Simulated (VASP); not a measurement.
# Quasiparticle energies of NaF (Villiaumite) in VASP, part 4 of 5

How does the gap of NaF (Villiaumite) change from the starting functional to GW? The cell is of the rock-salt type, one of the forms listed for this formula. The start is a cell from a database of measured crystal structures.

VASP 6.6.1, plane waves and PAW; the level of theory is named at each step.

So far, quasiparticle gap on the mesh (eV): step 4 (evGW0, evGW0 on PBE) 11.4; step 5 (evGW, evGW on PBE) 12.5. Also gap on the k-mesh (eV): step 3 (empty bands, functional PBE) 6.30.

## Step 6: QPGW0

This step: QPGW0 on PBE; plane waves and PAW (Na_sv_GW, F_GW) (VASP 6.6.1).

Here the orbitals are updated too, by diagonalising a Hermitian self-energy in the bands up to NBANDSGW.

INCAR

```
SYSTEM = NaF
PREC = Accurate
ENCUT = 520
ISMEAR = 0
SIGMA = 0.01
LREAL = .FALSE.
GGA = PE
NBANDS = 168
ALGO = QPGW0
NELMGW = 4
ENCUTGW = 200
NOMEGA = 64
PRECFOCK = Fast
NBANDSGW = 24
LWAVE = .FALSE.
LCHARG = .FALSE.
```

POSCAR

```
NaF
1.0
    0.0000000000      2.3200000000      2.3200000000
    2.3200000000      0.0000000000      2.3200000000
    2.3200000000      2.3200000000      0.0000000000
Na F
1 1
Direct
    0.0000000000      0.0000000000      0.0000000000
    0.5000000000      0.5000000000      0.5000000000
```

KPOINTS

```
Automatic mesh
0
Gamma
4 4 4
0 0 0
```

Potentials, in the order of the species: Na_sv_GW and F_GW (PBE family, release 64).

Started as:

```
$ mpirun -np 8 vasp_std
```

The log of the run:

```text
[banner, memory and clock lines left out]
running    8 mpi-ranks, on    1 nodes
 distrk:  each k-point on    8 cores,    1 groups
 distr:  one band on    1 cores,    8 groups

 POSCAR found type information on POSCAR NaF
 POSCAR found :  2 types and       2 ions
 [... a notice as in an earlier step ...]

 [... a notice as in an earlier step ...]

 LDA part: xc-table for (Slater+PW92), standard interpolation
 found WAVECAR, reading the header
 POSCAR, INCAR and KPOINTS ok, starting setup
 FFT: planning ... GRIDC
 FFT: planning ... GRID_SOFT
 FFT: planning ... GRID
 reading WAVECAR
 the WAVECAR file was read successfully
 initial charge from wavefunction
 available memory per node:     79.65 GB, setting MAXMEM to     81562

 The Fermi energy was updated, please check that it is located mid-gap
 values below the HOMO (VB) or above the LUMO (CB) will cause erroneous energies
 E-fermi :   1.3116

 calculate exact exchange contribution
 the WAVEDER file was read successfully
energies w=
    0.000    0.000    1.199    0.000    2.396    0.000    3.588    0.000
    4.772    0.000    5.947    0.000    7.110    0.000    8.260    0.000
    9.397    0.000   10.519    0.000   11.626    0.000   12.718    0.000
   13.795    0.000   14.858    0.000   15.907    0.000   16.945    0.000
   17.971    0.000   18.987    0.000   19.996    0.000   20.998    0.000
   21.996    0.000   22.991    0.000   23.985    0.000   24.980    0.000
   25.980    0.000   26.985    0.000   27.999    0.000   29.025    0.000
   30.065    0.000   31.122    0.000   32.199    0.000   33.301    0.000
   34.431    0.000   35.593    0.000   36.792    0.000   38.034    0.000
   39.324    0.000   40.669    0.000   42.076    0.000   43.554    0.000
   45.113    0.000   46.763    0.000   48.519    0.000   50.394    0.000
   52.407    0.000   54.579    0.000   56.934    0.000   59.504    0.000
   62.325    0.000   65.441    0.000   68.907    0.000   72.795    0.000
   77.190    0.000   82.207    0.000   87.994    0.000   94.747    0.000
  102.738    0.000  112.342    0.000  124.103    0.000  138.835    0.000
  157.813    0.000  183.158    0.000  218.671    0.000  271.911    0.000
 responsefunction array rank=     176
 LDA part: xc-table for (Slater+PW92), standard interpolation

 min. memory requirement per mpi rank    160.1 MB, per node   1280.8 MB

 allocating   8 responsefunctions rank=   176
 shmem allocating  64 responsefunctions rank=   176
 response function shared by NCSHMEM nodes    1
 Doing            8  frequencies on each core in blocks of           64
NQ=   1    0.0000    0.0000    0.0000,
|.........|.........|.........|.........|.........|.........|.........|.........
 performed        228000 updates of chi_q(r,r)
 total number of BLAS operations         52.18 Gflops
NQ=   2    0.2500    0.0000    0.0000,
|.........|.........|.........|.........|.........|.........|.........|.........
 performed        746000 updates of chi_q(r,r)
 total number of BLAS operations        153.15 Gflops
NQ=   3    0.5000    0.0000    0.0000,
|.........|.........|.........|.........|.........|.........|.........|.........
 performed       1119000 updates of chi_q(r,r)
 total number of BLAS operations        225.87 Gflops
NQ=   4    0.2500    0.2500    0.0000,
|.........|.........|.........|.........|.........|.........|.........|.........
 performed       1581000 updates of chi_q(r,r)
 total number of BLAS operations        326.54 Gflops
NQ=   5    0.5000    0.2500    0.0000,
|.........|.........|.........|.........|.........|.........|.........|.........
 performed       2228000 updates of chi_q(r,r)
 total number of BLAS operations        455.89 Gflops
NQ=   6   -0.2500    0.2500    0.0000,
|.........|.........|.........|.........|.........|.........|.........|.........
 performed       2795000 updates of chi_q(r,r)
 total number of BLAS operations        577.90 Gflops
NQ=   7    0.5000    0.5000    0.0000,
|.........|.........|.........|.........|.........|.........|.........|.........
 performed       3136000 updates of chi_q(r,r)
 total number of BLAS operations        639.32 Gflops
NQ=   8   -0.2500    0.5000    0.2500,
|.........|.........|.........|.........|.........|.........|.........|.........
 performed       3606000 updates of chi_q(r,r)
 total number of BLAS operations        730.88 Gflops
 resolving degeneracies of screened two electron integrals

 calculate QP shifts <psi_nk| G(iteration)W_0 |psi_nk>: iteration 1

 QP shifts <psi_nk| G(iteration)W_0 |psi_nk>: iteration 1
 NQ=           1  operations          48
 NQ=           2  operations           6
 NQ=           3  operations          12
 NQ=           4  operations           8
 NQ=           5  operations           2
 NQ=           6  operations           4
 NQ=           7  operations          16
 NQ=           8  operations           8
 allocating   8 responsefunctions rank=   176
 shmem allocating  64 responsefunctions rank=   176
 response function shared by NCSHMEM nodes    1
 Doing            8  frequencies on each core in blocks of           64
NQ=   1    0.0000    0.0000    0.0000,
|.........|.........|.........|.........|.........|.........|.........|.........
 performed        228000 updates of chi_q(r,r)
 total number of BLAS operations         52.18 Gflops
NQ=   2    0.2500    0.0000    0.0000,
|.........|.........|.........|.........|.........|.........|.........|.........
 performed        746000 updates of chi_q(r,r)
 total number of BLAS operations        153.15 Gflops
NQ=   3    0.5000    0.0000    0.0000,
|.........|.........|.........|.........|.........|.........|.........|.........
 performed       1119000 updates of chi_q(r,r)
 total number of BLAS operations        225.87 Gflops
NQ=   4    0.2500    0.2500    0.0000,
|.........|.........|.........|.........|.........|.........|.........|.........
 performed       1581000 updates of chi_q(r,r)
 total number of BLAS operations        326.54 Gflops
NQ=   5    0.5000    0.2500    0.0000,
|.........|.........|.........|.........|.........|.........|.........|.........
 performed       2228000 updates of chi_q(r,r)
 total number of BLAS operations        455.89 Gflops
NQ=   6   -0.2500    0.2500    0.0000,
|.........|.........|.........|.........|.........|.........|.........|.........
 performed       2795000 updates of chi_q(r,r)
 total number of BLAS operations        577.90 Gflops
NQ=   7    0.5000    0.5000    0.0000,
|.........|.........|.........|.........|.........|.........|.........|.........
 performed       3136000 updates of chi_q(r,r)
 total number of BLAS operations        639.32 Gflops
NQ=   8   -0.2500    0.5000    0.2500,
|.........|.........|.........|.........|.........|.........|.........|.........
 performed       3606000 updates of chi_q(r,r)
 total number of BLAS operations        730.88 Gflops
 resolving degeneracies of screened two electron integrals

 QP shifts <psi_nk| G(iteration)W_0 |psi_nk>: iteration 2
 NQ=           1  operations          48
 NQ=           2  operations           6
 NQ=           3  operations          12
 NQ=           4  operations           8
 NQ=           5  operations           2
 NQ=           6  operations           4
 NQ=           7  operations          16
 NQ=           8  operations           8
 allocating   8 responsefunctions rank=   176
 shmem allocating  64 responsefunctions rank=   176
 response function shared by NCSHMEM nodes    1
 Doing            8  frequencies on each core in blocks of           64
NQ=   1    0.0000    0.0000    0.0000,
|.........|.........|.........|.........|.........|.........|.........|.........
 performed        228000 updates of chi_q(r,r)
 total number of BLAS operations         52.18 Gflops
NQ=   2    0.2500    0.0000    0.0000,
|.........|.........|.........|.........|.........|.........|.........|.........
 performed        746000 updates of chi_q(r,r)
 total number of BLAS operations        153.15 Gflops
NQ=   3    0.5000    0.0000    0.0000,
|.........|.........|.........|.........|.........|.........|.........|.........
 performed       1119000 updates of chi_q(r,r)
 total number of BLAS operations        225.87 Gflops
NQ=   4    0.2500    0.2500    0.0000,
|.........|.........|.........|.........|.........|.........|.........|.........
 performed       1581000 updates of chi_q(r,r)
 total number of BLAS operations        326.54 Gflops
NQ=   5    0.5000    0.2500    0.0000,
|.........|.........|.........|.........|.........|.........|.........|.........
 performed       2228000 updates of chi_q(r,r)
 total number of BLAS operations        455.89 Gflops
NQ=   6   -0.2500    0.2500    0.0000,
|.........|.........|.........|.........|.........|.........|.........|.........
 performed       2795000 updates of chi_q(r,r)
 total number of BLAS operations        577.90 Gflops
NQ=   7    0.5000    0.5000    0.0000,
|.........|.........|.........|.........|.........|.........|.........|.........
 performed       3136000 updates of chi_q(r,r)
 total number of BLAS operations        639.32 Gflops
NQ=   8   -0.2500    0.5000    0.2500,
|.........|.........|.........|.........|.........|.........|.........|.........
 performed       3606000 updates of chi_q(r,r)
 total number of BLAS operations        730.88 Gflops
 resolving degeneracies of screened two electron integrals

 QP shifts <psi_nk| G(iteration)W_0 |psi_nk>: iteration 3
 NQ=           1  operations          48
 NQ=           2  operations           6
 NQ=           3  operations          12
 NQ=           4  operations           8
 NQ=           5  operations           2
 NQ=           6  operations           4
 NQ=           7  operations          16
 NQ=           8  operations           8
 allocating   8 responsefunctions rank=   176
 shmem allocating  64 responsefunctions rank=   176
 response function shared by NCSHMEM nodes    1
 Doing            8  frequencies on each core in blocks of           64
NQ=   1    0.0000    0.0000    0.0000,
|.........|.........|.........|.........|.........|.........|.........|.........
 performed        228000 updates of chi_q(r,r)
 total number of BLAS operations         52.18 Gflops
NQ=   2    0.2500    0.0000    0.0000,
|.........|.........|.........|.........|.........|.........|.........|.........
 performed        746000 updates of chi_q(r,r)
 total number of BLAS operations        153.15 Gflops
NQ=   3    0.5000    0.0000    0.0000,
|.........|.........|.........|.........|.........|.........|.........|.........
 performed       1119000 updates of chi_q(r,r)
 total number of BLAS operations        225.87 Gflops
NQ=   4    0.2500    0.2500    0.0000,
|.........|.........|.........|.........|.........|.........|.........|.........
 performed       1581000 updates of chi_q(r,r)
 total number of BLAS operations        326.54 Gflops
NQ=   5    0.5000    0.2500    0.0000,
|.........|.........|.........|.........|.........|.........|.........|.........
 performed       2228000 updates of chi_q(r,r)
 total number of BLAS operations        455.89 Gflops
NQ=   6   -0.2500    0.2500    0.0000,
|.........|.........|.........|.........|.........|.........|.........|.........
 performed       2795000 updates of chi_q(r,r)
 total number of BLAS operations        577.90 Gflops
NQ=   7    0.5000    0.5000    0.0000,
|.........|.........|.........|.........|.........|.........|.........|.........
 performed       3136000 updates of chi_q(r,r)
 total number of BLAS operations        639.32 Gflops
NQ=   8   -0.2500    0.5000    0.2500,
|.........|.........|.........|.........|.........|.........|.........|.........
 performed       3606000 updates of chi_q(r,r)
 total number of BLAS operations        730.88 Gflops
 resolving degeneracies of screened two electron integrals

 QP shifts <psi_nk| G(iteration)W_0 |psi_nk>: iteration 4
 NQ=           1  operations          48
 NQ=           2  operations           6
 NQ=           3  operations          12
 NQ=           4  operations           8
 NQ=           5  operations           2
 NQ=           6  operations           4
 NQ=           7  operations          16
 NQ=           8  operations           8
 entering main loop
```

It took 14 min on 8 MPI ranks of AMD EPYC 7R43, shared host; peak memory 1.6 GiB.

From OUTCAR (step 6):

```text
   NELECT =      16.0000    total number of electrons

 E-fermi :   1.3116

 QP shifts <psi_nk| G(iteration)W_0 |psi_nk>: iteration 1
 k-point   1 :       0.0000    0.0000    0.0000
  band No. DFT-energies  QP-energies  QP-e(diag)   sigma(DFT)    Z            occupation
    ...
      5     -20.8010     -25.2551     -27.0951     -28.2569       0.8442       2.0000
      6      -1.8383      -4.6705      -4.6231      -5.3354       0.7963       2.0000
      7      -1.8383      -4.6705      -4.6231      -5.3354       0.7963       2.0000
      8      -1.8383      -4.6705      -4.6231      -5.3354       0.7963       2.0000
      9       4.4614       5.9674       5.9798       6.1686       0.8894       0.0000
     10      17.1118      18.6545      18.6545      18.8732       0.8759       0.0000
     11      17.1118      18.6545      18.6545      18.8732       0.8759       0.0000
     12      17.1118      18.6545      18.6545      18.8732       0.8759       0.0000
    ...

     23      45.6437      45.6437      45.6437      45.6437       1.0000       0.0000
     24      45.6437      45.6437      45.6437      45.6437       1.0000       0.0000

 k-point   2 :       0.2500    0.0000    0.0000
  band No. DFT-energies  QP-energies  QP-e(diag)   sigma(DFT)    Z            occupation
    ...
      5     -20.2911     -25.0020     -25.5093     -26.8729       0.7928       2.0000
      6      -2.7273      -5.6997      -5.6677      -6.4230       0.7956       2.0000
      7      -1.9674      -4.8258      -4.7803      -5.5043       0.7953       2.0000
      8      -1.9674      -4.8258      -4.7803      -5.5043       0.7953       2.0000
      9       6.3172       7.9755       7.9993       8.2333       0.8779       0.0000
     10      13.3031      14.8165      14.8587      15.0909       0.8701       0.0000
     11      17.8721      19.5575      19.5742      19.8230       0.8725       0.0000
     12      17.8721      19.5575      19.5742      19.8230       0.8725       0.0000
    ...

 QP shifts <psi_nk| G(iteration)W_0 |psi_nk>: iteration 2
 k-point   1 :       0.0000    0.0000    0.0000
  band No. DFT-energies  QP-energies  QP-e(diag)   sigma(DFT)    Z            occupation
    ...
      5     -25.2551     -26.5660     -26.5562     -26.9401       0.7722       2.0000
      6      -4.6705      -5.4478      -5.4456      -5.6382       0.8009       2.0000
      7      -4.6705      -5.4478      -5.4456      -5.6382       0.8009       2.0000
      8      -4.6705      -5.4478      -5.4456      -5.6382       0.8009       2.0000
      9       5.9674       6.0555       6.0430       6.0523       0.8915       0.0000
     10      18.6545      18.8152      18.8152      18.8376       0.8778       0.0000
     11      18.6545      18.8152      18.8152      18.8376       0.8778       0.0000
     12      18.6545      18.8152      18.8152      18.8376       0.8778       0.0000
    ...

 QP shifts <psi_nk| G(iteration)W_0 |psi_nk>: iteration 3
 k-point   1 :       0.0000    0.0000    0.0000
  band No. DFT-energies  QP-energies  QP-e(diag)   sigma(DFT)    Z            occupation
    ...
      5     -26.5660     -27.1034     -27.0903     -27.2228       0.7984       2.0000
      6      -5.4478      -5.8331      -5.8326      -5.9273       0.8023       2.0000
      7      -5.4478      -5.8331      -5.8325      -5.9273       0.8023       2.0000
      8      -5.4478      -5.8331      -5.8325      -5.9273       0.8023       2.0000
      9       6.0555       6.0726       6.0473       6.0463       0.8924       0.0000
     10      18.8152      18.8531      18.8531      18.8584       0.8782       0.0000
     11      18.8152      18.8531      18.8531      18.8584       0.8782       0.0000
     12      18.8152      18.8531      18.8531      18.8584       0.8782       0.0000
    ...

 QP shifts <psi_nk| G(iteration)W_0 |psi_nk>: iteration 4
 k-point   1 :       0.0000    0.0000    0.0000
  band No. DFT-energies  QP-energies  QP-e(diag)   sigma(DFT)    Z            occupation
    ...
      5     -27.1034     -27.2824     -27.2694     -27.3125       0.7937       2.0000
      6      -5.8331      -5.9769      -5.9755      -6.0107       0.8016       2.0000
      7      -5.8331      -5.9769      -5.9755      -6.0107       0.8016       2.0000
      8      -5.8331      -5.9769      -5.9755      -6.0107       0.8016       2.0000
      9       6.0726       6.0940       6.0712       6.0710       0.8932       0.0000
     10      18.8531      18.8769      18.8769      18.8802       0.8782       0.0000
     11      18.8531      18.8769      18.8769      18.8802       0.8782       0.0000
     12      18.8531      18.8769      18.8769      18.8802       0.8782       0.0000
    ...

[... 16 parts as in an earlier step ...]

[... 29 further parts left out ...]
```

This step gave:

| Property | Result |
| --- | --- |
| quasiparticle gap on the mesh | 12.07 eV |
| smallest direct quasiparticle gap on the mesh | 12.07 eV |

QP gap by iteration, by row:

```
iteration  gap (eV)  direct gap (eV)
        1     10.64            10.64
        2      11.5             11.5
        3     11.91            11.91
        4     12.07            12.07
```

GW takes the gap from 6.300 to 12.071 eV. That is +689 meV against evGW0 on PBE. The last pass still moved it by +165 meV. The value holds for 168 bands, ENCUTGW = 200 eV and this mesh, and isn't shown to be converged in them.

## Step 7: Orbitals for another starting point

This step: PBE; plane waves and PAW (Na_sv_GW, F_GW) (VASP 6.6.1).

A hybrid converges faster from good orbitals, so a cheap PBE run writes WAVECAR first.

INCAR

```
SYSTEM = NaF
PREC = Accurate
ENCUT = 520
EDIFF = 1E-05
NELM = 100
ISMEAR = 0
SIGMA = 0.01
LREAL = .FALSE.
ALGO = Normal
GGA = PE
NBANDS = 14
LORBIT = 11
LWAVE = .TRUE.
LCHARG = .FALSE.
KPAR = 8
```

POSCAR is that of step 6.

KPOINTS is that of step 6.

Started as:

```
$ mpirun -np 8 vasp_std
```

The log of the run:

```text
[banner, memory and clock lines left out]
running    8 mpi-ranks, on    1 nodes
 distrk:  each k-point on    1 cores,    8 groups
 distr:  one band on    1 cores,    1 groups

 POSCAR found type information on POSCAR NaF
 POSCAR found :  2 types and       2 ions
 [... a notice as in an earlier step ...]

 LDA part: xc-table for (Slater+PW92), standard interpolation
 POSCAR, INCAR and KPOINTS ok, starting setup
 FFT: planning ... GRIDC
 FFT: planning ... GRID_SOFT
 FFT: planning ... GRID
 WAVECAR not read
 entering main loop
       N       E                     dE             d eps       ncg     rms          rms(c)
[... 10 cycles as in an earlier step ...]
DAV:  11    -0.106500647142E+02    0.32483E-05   -0.11039E-05   218   0.565E-02
   1 F= -.10650065E+02 E0= -.10650065E+02  d E =0.000000E+00
 writing wavefunctions
```

It took 5 s on 8 MPI ranks; peak memory 0.84 GiB; 24 s of CPU time.

OUTCAR, selected parts (step 7):

```text
   NELECT =      16.0000    total number of electrons

 E-fermi :  -1.6217

 k-point     1 :       0.0000    0.0000    0.0000
  band No.  band energies     occupation
    ...
      4     -20.8018      2.00000
      5     -20.8018      2.00000
      6      -1.8388      2.00000
      7      -1.8388      2.00000
      8      -1.8388      2.00000
      9       4.4602      0.00000
     10      17.1113      0.00000
     11      17.1113      0.00000
     12      17.1113      0.00000
     13      19.9924      0.00000
    ...

  Total       -0.1452994     -0.1452994     -0.1452994     -0.0000000      0.0000000     -0.0000000
  in kB       -9.3213823     -9.3213823     -9.3213823     -0.0000000      0.0000000     -0.0000000
  external PRESSURE =      -9.3213823 kB  Pullay stress =       0.0000000 kB

 POSITION                                       TOTAL-FORCE (eV/Angst)
 -----------------------------------------------------------------------------------
      0.00000      0.00000      0.00000         0.000000      0.000000     -0.000000
      2.32000      2.32000      2.32000         0.000000      0.000000      0.000000
 -----------------------------------------------------------------------------------
    total drift:                                0.000000     -0.000000      0.000000

  FREE ENERGIE OF THE ION-ELECTRON SYSTEM (eV)
  ---------------------------------------------------
  free  energy   TOTEN  =       -10.6500647142 eV

  energy  without entropy=      -10.6500647142  energy(sigma->0) =      -10.65006471

[... 9 parts as in an earlier step ...]

[... 8 further parts left out ...]
```

This step gave:

* Fermi energy: -1.622 eV
* pressure: -0.9321 GPa
* gap on the k-mesh: 6.299 eV
* least direct gap on the k-mesh: 6.299 eV

The run ends at a pressure of -0.93 GPa.

(Continued in part 5 of 5.)

[Lines on the potential files, build, host, timing and source positions are cut from VASP's logs without a mark.]

[Logs are printed without paths, hosts, clocks, repeated set-up lines and the standing remarks that a program may print on its own settings, such as how far it seeks lower states.]

[Hosts, paths, dates, database ids (printed as entryN), source tags and the programs' standing remarks are cut or masked in the printed files.]

[Pressures printed for these runs are not shown converged in the cutoff: they can be off by several GPa and have the wrong sign.]
